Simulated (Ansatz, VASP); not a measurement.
## Tl3Te2 in VASP and in Ansatz

```xyz
5
Lattice="6.0627 0.0000 0.0000 0.0000 6.0627 0.0000 0.0000 0.0000 6.0627" Properties=species:S:1:pos:R:3 pbc="T T T"
Tl    3.0314    0.0000    0.0000
Tl    0.0000    3.0314    0.0000
Tl    0.0000    0.0000    3.0314
Te    3.0314    3.0314    3.0314
Te    0.0000    0.0000    0.0000
```

Alike in both runs: functional PBE; k mesh 6 × 6 × 6; occupations gaussian, width 0.1 eV; no spin polarisation.

Ansatz relaxed the structure, and its values are those at the end. VASP's run is a single point on that final structure, the one shown.

|  | VASP | Ansatz |
| --- | --- | --- |
| version | VASP 6.6.1 | Ansatz 0.2.0 |
| potentials or method | VASP PAW PBE potentials, release 64 (Tl_d, Te) | scalar-relativistic, plane waves, PAW |
| plane-wave cutoff (eV) | 520 | 420 |
| valence electrons in the cell | 51 | 71 |

|  | VASP | Ansatz | Ansatz less VASP |
| --- | --- | --- | --- |
| gap on the k mesh at the Fermi level (eV) | none | none | - |
| pressure (GPa) | 0.0 | 0.0 | +0.04 |

A gap of «none» marks a metal or a gap that the smearing closes. The two sets of potentials don't hold the same shells in valence.

The runs have no spin-orbit coupling, so splittings on Te, Tl are missing.
